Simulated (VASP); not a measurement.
## Ni3Se: single point with PBE

The system is Ni3Se.

```
Se Ni
1.0
     5.15255    0.00000    0.00000
    -2.57628    4.46224    0.00000
     0.00000    0.00000    4.18344
Se Ni
2 6
Direct
  0.32969 0.67734 0.74539
  0.65791 0.32148 0.25397
  0.17951 0.33682 0.25552
  0.15784 0.83961 0.24513
  0.66879 0.82673 0.25415
  0.83019 0.67243 0.76091
  0.82764 0.15717 0.74269
  0.32934 0.16773 0.75412
```

The cell comes from a database or a generator and needn't be the stable form of this composition.

The cell isn't the ideal one: atoms moved at random, drawn with an rms of 0.05 Å.

```json
{
 "Program": "VASP 6.6.1",
 "Task": "single point",
 "Functional": "PBE",
 "Potentials or basis": "VASP PAW PBE potentials, release 64 (Se, Ni)",
 "Cutoff": "520 eV",
 "k mesh": "6 × 6 × 7",
 "Occupations": "fermi-dirac, width 0.05 eV",
 "Spin": "collinear spin, ferromagnetic start",
 "Starting moments": "[0.0, 0.0, 1.0, 1.0, 1.0, 1.0, 1.0, 1.0] μB",
 "Further INCAR settings": "ALGO = Normal; EDIFF = 1e-07; NBANDS = 50"
}
```

| Quantity | Value |
| --- | --- |
| Pressure | 2.8 GPa |
| Largest force | 0.412 eV/Å |
| Band gap on the k mesh | none (metal or under the smearing width) |
| Net moment | 1.29 μB per cell |
| Site moments | Se +0.02; Ni +0.20, +0.21, +0.22, +0.23, +0.19 μB |
| Valence electrons inside the program's atomic spheres | Se 3.78; Ni 9.29, 9.31, 9.30, 9.32 |

Forces on the atoms (eV/Å):
```
Se  -0.016 -0.204  0.047
Se   0.103  0.126 -0.054
Ni  -0.359 -0.172 -0.104
Ni   0.131 -0.105  0.212
Ni   0.020  0.323 -0.046
Ni   0.127 -0.041 -0.181
Ni   0.167  0.141  0.183
Ni  -0.172 -0.068 -0.057
```

Stress tensor (GPa, compression positive):
```
 2.66 -0.43 -0.03
-0.43  2.96  0.23
-0.03  0.23  2.89
```

Levels at points of the mesh, in eV from the Fermi level:
Spin up:
```tsv
k point	band 34	band 35	band 36	band 37	band 38	band 39
(0.00, 0.00, 0.00)	-0.37	-0.27	-0.24	-0.13	-0.09	0.87
(0.50, 0.00, 0.00)	-0.35	-0.17	0.06	0.41	0.46	0.58
(0.00, 0.50, 0.00)	-0.35	-0.18	-0.07	0.35	0.49	0.53
(0.50, 0.50, 0.00)	-0.33	-0.16	-0.10	0.41	0.49	0.56
```
Spin down:
```tsv
k point	band 31	band 32	band 33	band 34	band 35	band 36	band 37	band 38	band 39	band 40
(0.00, 0.00, 0.00)	-0.71	-0.28	-0.16	-0.07	-0.01	0.05	0.17	0.21	0.99	1.47
(0.50, 0.00, 0.00)	-0.71	-0.69	-0.18	-0.13	0.11	0.19	0.55	0.61	0.73	2.98
(0.00, 0.50, 0.00)	-0.71	-0.61	-0.18	-0.12	0.05	0.09	0.49	0.65	0.69	3.08
(0.50, 0.50, 0.00)	-0.75	-0.45	-0.15	-0.11	0.02	0.12	0.54	0.65	0.73	2.86
```

Wall time 41 min on 1 thread of Intel(R) Xeon(R) Platinum 8488C (Sapphire Rapids), on a shared host, peak memory 0.86 GiB.
